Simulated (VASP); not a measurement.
Input for VASP

KPOINTS:
```
K-points
0
gamma
  8 8 8
0 0 0
```

**POSCAR**
```
CaSe
1
    3.5071935718     0.0000000000     0.0000000000
    0.0000000000     3.5071935718     0.0000000000
    0.0000000000     0.0000000000     3.5071935718
Ca Se
1 1
Direct
  0.0000000000   0.0000000000   0.0000000000
  0.5000000000   0.5000000000   0.5000000000
```

**INCAR**
```
SYSTEM = CaSe
PREC = Accurate; ENCUT = 500; LREAL = .FALSE.
LASPH = .TRUE.
EDIFF = 1E-6; NELM = 100; ALGO = Normal
LMAXMIX = 4
ISMEAR = 0; SIGMA = 0.05
GGA = PS
IBRION = 2; NSW = 40; ISIF = 3
EDIFFG = -0.02; PSTRESS = 100
LWAVE = .FALSE.; LCHARG = .FALSE.
```

POTCAR, in this order: Ca_sv Se (PBE.64 set). Program: vasp_std.

Problem. Write an equivalent input for Quantum ESPRESSO's pw.x.

Solution. One equivalent input (not run):
```
&CONTROL
  calculation = 'vc-relax'
  pseudo_dir = './pseudo'
  outdir = './out'
  tprnfor = .true.
  tstress = .true.
  nstep = 40
  forc_conv_thr = 0.00078
/
&SYSTEM
  ibrav = 0
  nat = 2
  ntyp = 2
  ecutwfc = 86
  occupations = 'smearing'
  smearing = 'gaussian'
  degauss = 0.003675
  input_dft = 'pbesol'
/
&ELECTRONS
  conv_thr = 7.3e-08
  electron_maxstep = 100
/
&IONS
/
&CELL
  press = 100
/
ATOMIC_SPECIES
  Ca 40.078 Ca.upf
  Se 78.971 Se.upf
CELL_PARAMETERS angstrom
     3.5071936    0.0000000    0.0000000
     0.0000000    3.5071936    0.0000000
     0.0000000    0.0000000    3.5071936
ATOMIC_POSITIONS crystal
  Ca   0.0000000  0.0000000  0.0000000
  Se   0.5000000  0.5000000  0.5000000
K_POINTS automatic
  8 8 8 0 0 0
```
The two are equivalent in intent, not identical: the potentials are each code's own (VASP's PAW set, PseudoDojo norm-conserving files in pw.x), so ENCUT and ecutwfc are chosen apart and not converted; conv_thr bounds pw.x's estimated SCF error, while EDIFF bounds the energy change between steps; forc_conv_thr acts on force components and is met together with etot_conv_thr.

The structure was generated: CaSe was put into the CsCl type type (Pm-3m), which need not be its known phase. This run relaxes it under an external pressure of 10 GPa. Symmetry was kept, so distortions that lower it aren't found.
